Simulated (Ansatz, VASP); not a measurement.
**Na2B: VASP beside Ansatz**

```
Na B
1.0
     1.49406    0.86259    5.78476
    -1.49406    0.86259    5.78476
     0.00000   -1.72519    5.78476
Na B
2 1
Direct
  0.74840 0.74840 0.74840
  0.58490 0.58490 0.58490
  0.00000 0.00000 0.00000
```

Alike in both runs: task relaxation of cell and atoms; functional PBE; k mesh 6 × 6 × 6; occupations gaussian, width 0.1 eV; no spin polarisation.

```csv
,VASP,Ansatz
version,VASP 6.6.1,Ansatz 0.2.0
potentials or method,"VASP PAW PBE potentials, release 64 (Na_pv, B)","scalar-relativistic, plane waves, PAW"
plane-wave cutoff (eV),600,420
valence electrons in the cell,17,21
```

VASP gave:

```
gap on the k mesh at the Fermi level, each at its own relaxed structure (eV) : none
relaxed volume (Å³/atom)                                                     : 24.14
relaxed cell length with the largest relative difference (Å)                 : 6.974
energy change over the relaxation (meV/atom)                                 : -599
```

**Question.** Which values does Ansatz return?

**Answer.** gap on the k mesh at the Fermi level, each at its own relaxed structure (eV): none; relaxed volume (Å³/atom): 24.39; relaxed cell length with the largest relative difference (Å): 7.054; energy change over the relaxation (meV/atom): -595.

A gap of «none» marks a metal or a gap that the smearing closes. The two sets of potentials don't hold the same shells in valence.

Caveats: the k mesh is coarse (spacing up to 0.41 Å⁻¹), so the values aren't converged; the volume moved by over 15 % at a fixed basis, so the end points are rough (VASP).
